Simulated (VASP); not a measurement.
# TiB: structure and properties in VASP, part 5 of 5

Wanted: the relaxed cell of TiB and its properties. The start is a cell from a database of measured crystal structures.

VASP 6.6.1; SCAN; plane waves and PAW (Ti_sv, B).

Still holding for the runs below: The k-mesh is coarse for a metal.

So far. Step 11 (Volume scan with SCAN, volume scale 1.02): The run ends at a pressure of -4.14 GPa, with forces up to 0.045 eV/Å.

**12. Volume scan with SCAN, volume scale 1.04**

INCAR

```
SYSTEM = TiB
PREC = Accurate
ENCUT = 420
EDIFF = 1E-06
NELM = 100
ISMEAR = 0
SIGMA = 0.05
LREAL = .FALSE.
ALGO = Normal
METAGGA = SCAN
LASPH = .TRUE.
NBANDS = 38
LORBIT = 11
LWAVE = .FALSE.
LCHARG = .FALSE.
KPAR = 4
ISIF = 2
```

POSCAR

```
TiB
1.0
    6.1925179866      0.0000000000      0.0000000000
    0.0000000000      3.0815168774      0.0000000000
    0.0000000000      0.0000000000      4.6114181784
Ti B
4 4
Direct
    0.1773689676      0.2500000000      0.1210419718
    0.8226310324      0.7500000000      0.8789580282
    0.3226310324      0.7500000000      0.6210419718
    0.6773689676      0.2500000000      0.3789580282
    0.0301305990      0.2500000000      0.5990069498
    0.9698694010      0.7500000000      0.4009930502
    0.4698694010      0.7500000000      0.0990069498
    0.5301305990      0.2500000000      0.9009930502
```

KPOINTS

```
Automatic mesh
0
Gamma
4 7 5
0 0 0
```

PAW data sets: Ti_sv and B (PBE family, release 64).

Command:

```bash
$ mpirun -np 4 vasp_std
```

Log:

```text
[... set-up lines as in an earlier step ...]
 entering main loop
       N       E                     dE             d eps       ncg     rms          rms(c)
DAV:   1     0.685370919630E+03    0.68537E+03   -0.26799E+04  2736   0.170E+03
DAV:   2    -0.194194233718E+02   -0.70479E+03   -0.68838E+03  2736   0.547E+02
DAV:   3    -0.118426731745E+03   -0.99007E+02   -0.97099E+02  4164   0.179E+02
DAV:   4    -0.128625076659E+03   -0.10198E+02   -0.10158E+02  4096   0.530E+01
[...]
DAV:  19    -0.100933546991E+03    0.97470E-05   -0.20053E-08  1800   0.124E-03    0.179E-04
DAV:  20    -0.100933549784E+03   -0.27929E-05   -0.62965E-09  1764   0.555E-04    0.502E-05
DAV:  21    -0.100933549698E+03    0.86842E-07   -0.26284E-09  1746   0.339E-04
   1 F= -.10093355E+03 E0= -.10093083E+03  d E =-.544276E-02
```

It took 78 s on 4 MPI ranks of Intel Xeon 6975P-C (Granite Rapids), shared host; peak memory 0.86 GiB; 5.1 min of CPU time.

OUTCAR, selected parts (step 12):

```text
  Total       -4.3039373     -4.2797598     -4.1862053      0.0000000      0.0000000      0.0000000
  in kB      -78.3628421    -77.9226377    -76.2192670      0.0000000      0.0000000      0.0000000
  external PRESSURE =     -77.5015823 kB  Pullay stress =       0.0000000 kB

 POSITION                                       TOTAL-FORCE (eV/Angst)
 -----------------------------------------------------------------------------------
      1.09836      0.77038      0.55818         0.054233      0.000000      0.045322
      5.09416      2.31114      4.05324        -0.054233     -0.000000     -0.045322
      1.99790      2.31114      2.86388        -0.054233      0.000000      0.045322
      4.19462      0.77038      1.74753         0.054233     -0.000000     -0.045322
      0.18658      0.77038      2.76227        -0.017728      0.000000     -0.082350
      6.00593      2.31114      1.84915         0.017728      0.000000      0.082350
      2.90967      2.31114      0.45656         0.017728      0.000000     -0.082350
      3.28284      0.77038      4.15486        -0.017728      0.000000      0.082350
 -----------------------------------------------------------------------------------
    total drift:                                0.000000     -0.000000      0.000000

  FREE ENERGIE OF THE ION-ELECTRON SYSTEM (eV)
  ---------------------------------------------------
  free  energy   TOTEN  =      -100.9335496976 eV

  energy  without entropy=     -100.9281069364  energy(sigma->0) =     -100.93082832

[... 1 part as in an earlier step ...]

[... 2 further parts left out ...]
[key lines of the parts left out:]
E-fermi :   8.4684
```

The pressure falls from -4.14 to -7.75 GPa.

The run ends at a pressure of -7.75 GPa, with forces up to 0.084 eV/Å.

**13. Volume scan with SCAN, volume scale 1.06**

A prediction first. A parabola through the 6 pressures of evenly scaled cells so far, P = -0.03 -214.2 t +431 t² GPa with t = ln(V/V₁) and V₁ the volume at scale 1, gives -11.04 GPa at t = +0.0583.

INCAR is that of step 12.

POSCAR: that of step 12 with these lines changed.

```diff
@@ -2,5 +2,5 @@
 1.0
-    6.1925179866      0.0000000000      0.0000000000
-    0.0000000000      3.0815168774      0.0000000000
-    0.0000000000      0.0000000000      4.6114181784
+    6.2319618398      0.0000000000      0.0000000000
+    0.0000000000      3.1011449026      0.0000000000
+    0.0000000000      0.0000000000      4.6407910606
 Ti B
```

KPOINTS is that of step 12.

Command:

```bash
$ mpirun -np 4 vasp_std
```

Log:

```text
[... set-up lines as in an earlier step ...]
 entering main loop
       N       E                     dE             d eps       ncg     rms          rms(c)
DAV:   1     0.682170331030E+03    0.68217E+03   -0.26773E+04  2744   0.169E+03
DAV:   2    -0.206968956395E+02   -0.70287E+03   -0.68590E+03  2736   0.545E+02
DAV:   3    -0.118190612132E+03   -0.97494E+02   -0.95605E+02  4190   0.178E+02
DAV:   4    -0.128421907392E+03   -0.10231E+02   -0.10175E+02  4088   0.528E+01
[...]
DAV:  19    -0.100827825665E+03    0.18098E-05   -0.14329E-08  1800   0.111E-03    0.767E-05
DAV:  20    -0.100827827825E+03   -0.21601E-05   -0.46957E-09  1770   0.438E-04    0.747E-05
DAV:  21    -0.100827827448E+03    0.37712E-06   -0.20682E-09  1728   0.344E-04
   1 F= -.10082783E+03 E0= -.10082510E+03  d E =-.546431E-02
```

Elapsed: 84 s, on 4 MPI ranks; peak memory 0.87 GiB; 5.5 min of CPU time.

From OUTCAR (step 13):

```text
  Total       -6.2417662     -6.4059131     -6.0774851      0.0000000      0.0000000      0.0000000
  in kB     -111.5011181   -114.4333907   -108.5664469      0.0000000      0.0000000      0.0000000
  external PRESSURE =    -111.5003185 kB  Pullay stress =       0.0000000 kB

 POSITION                                       TOTAL-FORCE (eV/Angst)
 -----------------------------------------------------------------------------------
      1.10536      0.77529      0.56173         0.048148      0.000000      0.056868
      5.12661      2.32586      4.07906        -0.048148     -0.000000     -0.056868
      2.01062      2.32586      2.88213        -0.048148      0.000000      0.056868
      4.22134      0.77529      1.75867         0.048148      0.000000     -0.056868
      0.18777      0.77529      2.77987        -0.031020      0.000000     -0.126462
      6.04419      2.32586      1.86092         0.031020      0.000000      0.126462
      2.92821      2.32586      0.45947         0.031020      0.000000     -0.126462
      3.30375      0.77529      4.18132        -0.031020      0.000000      0.126462
 -----------------------------------------------------------------------------------
    total drift:                                0.000000     -0.000000      0.000000

  FREE ENERGIE OF THE ION-ELECTRON SYSTEM (eV)
  ---------------------------------------------------
  free  energy   TOTEN  =      -100.8278274477 eV

  energy  without entropy=     -100.8223631399  energy(sigma->0) =     -100.82509529

[... 1 part as in an earlier step ...]

[... 2 further parts left out ...]
[key lines of the parts left out:]
E-fermi :   8.2817
```

The pressure falls from -7.75 to -11.15 GPa. The parabola predicted -11.04 GPa, +0.11 GPa off.

**14. Side by side**

Times are for 4 MPI ranks of Intel Xeon 6975P-C (Granite Rapids), shared host. The runs compared:

```
no.  volume scale  energy above the lowest point (meV/atom)  pressure (GPa)  time  memory (GiB)
  1          0.94                                     26.91           14.91  57 s          0.79
  2          0.96                                     11.04           9.344  52 s          0.82
  3          0.98                                      2.33           4.553  64 s          0.83
  4             1                                         0        -0.01209  67 s          0.83
  5          1.02                                      3.45          -4.138  80 s          0.82
  6          1.04                                      12.3          -7.750  78 s          0.86
  7          1.06                                     25.52          -11.15  84 s          0.87
```

**15. Fit for SCAN**

This step: Birch-Murnaghan fit, SCAN; plane waves and PAW (VASP 6.6.1).

Derived from the runs above.

Numbers from this step:

* pressure derivative of the bulk modulus: 4.363
* r.m.s. error of the fit: 4.99e-5 eV/atom
* minimum inside the sampled range: yes
* bulk modulus: 221.0 GPa
* equilibrium volume of the fit: 10.55 Å³/atom

Table of energy above the fitted minimum by volume:

```
volume (Å³/atom)  energy above the fitted minimum (eV/atom)
           9.942                                     0.0269
          10.153                                     0.0111
          10.365                                    0.00235
          10.576                                     2.1e-5
          10.788                                    0.00347
          11.000                                     0.0123
          11.211                                     0.0255
```

The fitted volume lies -0.24 % from the relaxed one. At a finite cutoff and mesh the minimum of the energy and the zero of the stress don't quite coincide, and the relaxation stops at a threshold. The atoms bear forces along the scan, since they were held; freeing them would lower the modulus.

**16. Band structure (SCAN), changed input**

This step: SCAN; plane waves and PAW (Ti_sv, B) (VASP 6.6.1).

Levels along the symmetry lines show where the bands peak and cross; KPOINTS_OPT computes them in the converged potential. Some settings are moved from the usual, to see what they do.

INCAR

```
SYSTEM = TiB
PREC = Accurate
ENCUT = 420
EDIFF = 1E-06
NELM = 100
ISMEAR = -1
SIGMA = 0.1
LREAL = .FALSE.
ALGO = Normal
METAGGA = SCAN
LASPH = .TRUE.
NBANDS = 50
LORBIT = 11
LWAVE = .FALSE.
LCHARG = .FALSE.
KPAR = 4
```

POSCAR: that of step 13 with these lines changed.

```diff
@@ -2,5 +2,5 @@
 1.0
-    6.2319618398      0.0000000000      0.0000000000
-    0.0000000000      3.1011449026      0.0000000000
-    0.0000000000      0.0000000000      4.6407910606
+    6.1120865712      0.0000000000      0.0000000000
+    0.0000000000      3.0414926474      0.0000000000
+    0.0000000000      0.0000000000      4.5515228512
 Ti B
```

KPOINTS is that of step 13.

KPOINTS_OPT

```
Line mode
12
Line-mode
Reciprocal
  0.00000000   0.00000000   0.00000000 GAMMA
  0.00000000   0.50000000   0.00000000 X

  0.00000000   0.50000000   0.00000000 X
  0.00000000   0.50000000   0.50000000 S

  0.00000000   0.50000000   0.50000000 S
  0.00000000   0.00000000   0.50000000 Y

  0.00000000   0.00000000   0.50000000 Y
  0.00000000   0.00000000   0.00000000 GAMMA

  0.00000000   0.00000000   0.00000000 GAMMA
  0.50000000   0.00000000   0.00000000 Z

  0.50000000   0.00000000   0.00000000 Z
  0.50000000   0.50000000   0.00000000 U

  0.50000000   0.50000000   0.00000000 U
  0.50000000   0.50000000   0.50000000 R

  0.50000000   0.50000000   0.50000000 R
  0.50000000   0.00000000   0.50000000 T

  0.50000000   0.00000000   0.50000000 T
  0.50000000   0.00000000   0.00000000 Z

  0.00000000   0.00000000   0.50000000 Y
  0.50000000   0.00000000   0.50000000 T

  0.50000000   0.50000000   0.00000000 U
  0.00000000   0.50000000   0.00000000 X

  0.00000000   0.50000000   0.50000000 S
  0.50000000   0.50000000   0.50000000 R
```

Command:

```bash
$ mpirun -np 4 vasp_std
```

Log:

```text
[... set-up lines as in an earlier step ...]
 entering main loop
       N       E                     dE             d eps       ncg     rms          rms(c)
DAV:   1     0.700157118885E+03    0.70016E+03   -0.24548E+04  3600   0.131E+03
DAV:   2    -0.255625369944E+02   -0.72572E+03   -0.68955E+03  3616   0.441E+02
DAV:   3    -0.117608992413E+03   -0.92046E+02   -0.89463E+02  4856   0.146E+02
DAV:   4    -0.128826493579E+03   -0.11218E+02   -0.11095E+02  5254   0.441E+01
DAV:   5    -0.129380970964E+03   -0.55448E+00   -0.55416E+00  5094   0.940E+00    0.307E+01
DAV:   6    -0.100250327413E+03    0.29131E+02   -0.51435E+01  4678   0.580E+01    0.513E+00
DAV:   7    -0.100986795331E+03   -0.73647E+00   -0.44670E+00  4654   0.113E+01    0.473E+00
DAV:   8    -0.101072178152E+03   -0.85383E-01   -0.43096E-01  4672   0.380E+00    0.102E+00
DAV:   9    -0.101089974189E+03   -0.17796E-01   -0.79423E-02  5084   0.167E+00    0.612E-01
DAV:  10    -0.101091239215E+03   -0.12650E-02   -0.45484E-03  4946   0.421E-01    0.356E-01
DAV:  11    -0.101087112183E+03    0.41270E-02   -0.12010E-03  4302   0.206E-01    0.699E-02
DAV:  12    -0.101088007742E+03   -0.89556E-03   -0.19756E-04  4506   0.932E-02    0.248E-02
DAV:  13    -0.101087762046E+03    0.24570E-03   -0.21214E-05  4274   0.312E-02    0.980E-03
DAV:  14    -0.101087748646E+03    0.13399E-04   -0.16513E-06  3510   0.779E-03    0.249E-03
DAV:  15    -0.101087736521E+03    0.12126E-04   -0.32232E-07  2026   0.420E-03    0.812E-04
DAV:  16    -0.101087725346E+03    0.11175E-04   -0.96471E-08  2000   0.218E-03    0.265E-04
DAV:  17    -0.101087720950E+03    0.43956E-05   -0.39854E-08  1956   0.136E-03    0.102E-04
DAV:  18    -0.101087720443E+03    0.50707E-06   -0.16235E-08  1946   0.830E-04
   1 F= -.10108772E+03 E0= -.10102762E+03  d E =-.120203E+00
 Start KPOINTS_OPT (optional k-point list driver)
k-point batch [1-36\144]
       N       E                     dE             ncg
DAV:   1    -0.125665800888E+04   -0.57062E+05     3648
DAV:   2    -0.271268186381E+05   -0.25870E+05     3608
DAV:   3    -0.304608409376E+05   -0.33340E+04     4696
DAV:   4    -0.308345345513E+05   -0.37369E+03     4968
DAV:   5    -0.308529577970E+05   -0.18423E+02     5084
DAV:   6    -0.308531500042E+05   -0.19221E+00     4804
DAV:   7    -0.308531556155E+05   -0.56113E-02     5052
DAV:   8    -0.308531556703E+05   -0.54742E-04     4594
DAV:   9    -0.308531556715E+05   -0.11903E-05     2876
DAV:  10    -0.308531556717E+05   -0.22382E-06     2660
[...]
k-point batch [109-144\144]
       N       E                     dE             ncg
DAV:   1    -0.152926353389E+04   -0.64988E+05     3616
DAV:   2    -0.271386596996E+05   -0.25609E+05     3626
DAV:   3    -0.304774442761E+05   -0.33388E+04     4744
DAV:   4    -0.308444088071E+05   -0.36696E+03     4962
DAV:   5    -0.308629023685E+05   -0.18494E+02     5046
DAV:   6    -0.308631032619E+05   -0.20089E+00     4752
DAV:   7    -0.308631084174E+05   -0.51554E-02     5044
DAV:   8    -0.308631084662E+05   -0.48864E-04     4464
DAV:   9    -0.308631084673E+05   -0.10219E-05     2900
DAV:  10    -0.308631084675E+05   -0.20415E-06     2536
```

Run time: 3 min. Hardware: 4 MPI ranks; peak memory 1.1 GiB; 12 min of CPU time.

OUTCAR, selected parts (step 16):

```text
   NELECT =      60.0000    total number of electrons

 E-fermi :   8.8743

 k-point     1 :       0.0000    0.0000    0.0000
  band No.  band energies     occupation
    ...
     24       6.2086      2.00000
     25       6.6577      2.00000
     26       7.4450      2.00000
     27       7.6706      1.99999
     28       8.0509      1.99947
     29       9.4990      0.00387
     30       9.7352      0.00036
     31       9.8744      0.00009
     32      10.1289      0.00001
     33      10.4080      0.00000
    ...

  Total        0.0293915     -0.0740281      0.1740128      0.0000000      0.0000000      0.0000000
  in kB        0.5565433     -1.4017619      3.2950246      0.0000000      0.0000000      0.0000000
  external PRESSURE =       0.8166020 kB  Pullay stress =       0.0000000 kB

 POSITION                                       TOTAL-FORCE (eV/Angst)
 -----------------------------------------------------------------------------------
      1.08409      0.76037      0.55093         0.005485     -0.000000      0.012540
      5.02799      2.28112      4.00060        -0.005485      0.000000     -0.012540
      1.97195      2.28112      2.82669        -0.005485     -0.000000      0.012540
      4.14014      0.76037      1.72484         0.005485      0.000000     -0.012540
      0.18416      0.76037      2.72639        -0.006495      0.000000     -0.007879
      5.92793      2.28112      1.82513         0.006495      0.000000      0.007879
      2.87188      2.28112      0.45063         0.006495      0.000000     -0.007879
      3.24020      0.76037      4.10089        -0.006495      0.000000      0.007879
 -----------------------------------------------------------------------------------
    total drift:                                0.000000     -0.000000      0.000000

  FREE ENERGIE OF THE ION-ELECTRON SYSTEM (eV)
  ---------------------------------------------------
  free  energy   TOTEN  =      -101.0877204434 eV

  energy  without entropy=     -100.9675173242  energy(sigma->0) =     -101.02761888

[... 9 parts as in an earlier step ...]

[... 8 further parts left out ...]
```

Numbers from this step:

| Property | Result |
| --- | --- |
| electronic steps | 18 |
| bands | 50 |
| free energy (TOTEN) | -101.0877 eV |
| energy at zero smearing | -101.0276 eV |
| Fermi energy | 8.874 eV |
| pressure | 0.08166 GPa |

Electronic bands along the path, in eV, zero at the Fermi level; # counts the bands kept, so #1 is VASP's band 17:

```
          point    #11    #12    #13    #14    #15    #16   #17   #18
              Γ  -1.20  -0.82   0.62   0.86   1.00   1.25  1.53  1.71
0.45 of the way  -1.60  -0.50  -0.17  -0.14   0.05   0.12  1.97  2.24
              X  -2.10  -2.10  -0.91  -0.91  -0.46  -0.46  3.13  3.13
0.55 of the way  -1.70  -1.70  -0.39  -0.39  -0.18  -0.18  1.83  1.83
              S  -1.58  -1.58   0.02   0.02   0.63   0.63  1.09  1.09
0.45 of the way  -0.96  -0.96  -0.59  -0.59   0.74   0.74  1.43  1.43
              Y  -0.97  -0.97  -0.11  -0.11   1.68   1.68  2.15  2.15
0.45 of the way  -1.26  -0.94  -0.11   0.94   1.16   1.59  1.72  1.99
              Γ  -1.20  -0.82   0.62   0.86   1.00   1.25  1.53  1.71
0.45 of the way  -1.40  -0.94   0.53   0.76   0.88   1.03  1.78  1.94
              Z  -1.33  -1.33   0.48   0.48   0.89   0.89  1.80  1.80
0.55 of the way  -1.30  -1.30  -0.47  -0.47  -0.14  -0.14  2.63  2.63
              U  -2.15  -2.15  -0.80  -0.80  -0.80  -0.80  3.41  3.41
0.45 of the way  -1.97  -1.97  -0.70  -0.70  -0.70  -0.70  3.03  3.03
              R  -1.86  -1.86  -0.51  -0.51  -0.51  -0.51  2.59  2.59
0.55 of the way  -1.36  -1.36  -0.08  -0.08   0.40   0.40  1.92  1.92
              T  -1.29  -1.29   0.28   0.28   1.14   1.14  2.02  2.02
0.45 of the way  -1.28  -1.28   0.44   0.44   1.20   1.20  1.99  1.99
              Z  -1.33  -1.33   0.48   0.48   0.89   0.89  1.80  1.80
      jump to Y  -0.97  -0.97  -0.11  -0.11   1.68   1.68  2.15  2.15
0.55 of the way  -1.20  -1.20   0.12   0.12   1.33   1.33  2.07  2.07
              T  -1.29  -1.29   0.28   0.28   1.14   1.14  2.02  2.02
      jump to U  -2.15  -2.15  -0.80  -0.80  -0.80  -0.80  3.41  3.41
0.45 of the way  -2.13  -2.13  -0.90  -0.90  -0.60  -0.60  3.22  3.22
              X  -2.10  -2.10  -0.91  -0.91  -0.46  -0.46  3.13  3.13
      jump to S  -1.58  -1.58   0.02   0.02   0.63   0.63  1.09  1.09
```

Of the projections kept (Ti, B), the largest for each band there; the rest of the weight can lie on other orbitals:

```
point      #11      #12      #13      #14      #15      #16      #17      #18
    Γ   B 0.86  Ti 0.62  Ti 0.99  Ti 0.98  Ti 1.00  Ti 0.95  Ti 0.98  Ti 0.96
    X  Ti 0.69  Ti 0.69  Ti 0.94  Ti 0.94  Ti 0.95  Ti 0.95  Ti 0.99  Ti 0.99
    S  Ti 0.55  Ti 0.55  Ti 0.95  Ti 0.95  Ti 0.97  Ti 0.97  Ti 0.95  Ti 0.95
    Y  Ti 0.86  Ti 0.86  Ti 0.87  Ti 0.87  Ti 0.96  Ti 0.96  Ti 0.96  Ti 0.96
    Γ   B 0.86  Ti 0.62  Ti 0.99  Ti 0.98  Ti 1.00  Ti 0.95  Ti 0.98  Ti 0.96
    Z  Ti 0.62  Ti 0.62  Ti 0.96  Ti 0.96  Ti 0.97  Ti 0.97  Ti 0.95  Ti 0.95
```

Against the sound run “Bands along the symmetry lines (SCAN)”, the energy at zero smearing moves by +0.2 meV an atom, the pressure by +0.09 GPa and the Fermi level by +0.01 eV.

**17. Results**

```
relaxed volume                            : 10.58 Å³/atom
relaxed conventional cell a, b, c         : 6.112, 3.041, 4.552 Å
space group after relaxing, within 0.02 Å : Pnma (No. 62)
band gap                                  : none, a metal
DOS at the Fermi level                    : 3.65 states/eV/cell
largest field gradient Vzz                : 20.65 V/Å² on Ti1
bulk modulus from the fit                 : 221 GPa
volume from the fit                       : 10.6 Å³/atom
```

In words: With SCAN, TiB relaxes to 10.58 Å³/atom in space group Pnma (held by the symmetry of the run), comes out as a metal and has a bulk modulus of 221 GPa at fixed shape and positions, an upper bound. Against the listed cell the volume lies -0.9 % (a -0.1 %, b -0.6 %, c -0.2 %). Bands along the symmetry lines (SCAN): Of the bands kept, 4 cross the Fermi level on this path. Band structure (SCAN), changed input: Of the bands kept, 4 cross the Fermi level on this path. The k-sampling is coarse for a metal, so the Fermi level, pressures and the shape of the cell carry errors. No search among competing phases was made, and a listed structure need not be the one stable at ambient conditions. All values are for a static lattice at zero temperature.

[Lines on the potential files, build, host, timing and source positions are cut from VASP's logs without a mark.]

[Logs are printed without paths, hosts, clocks, repeated set-up lines and the standing remarks that a program may print on its own settings, such as how far it seeks lower states.]

[Hosts, paths, dates, database ids (printed as entryN), source tags and the programs' standing remarks are cut or masked in the printed files.]

[A measured line is paired with the nearest computed mode of its activity, which favours agreement.]
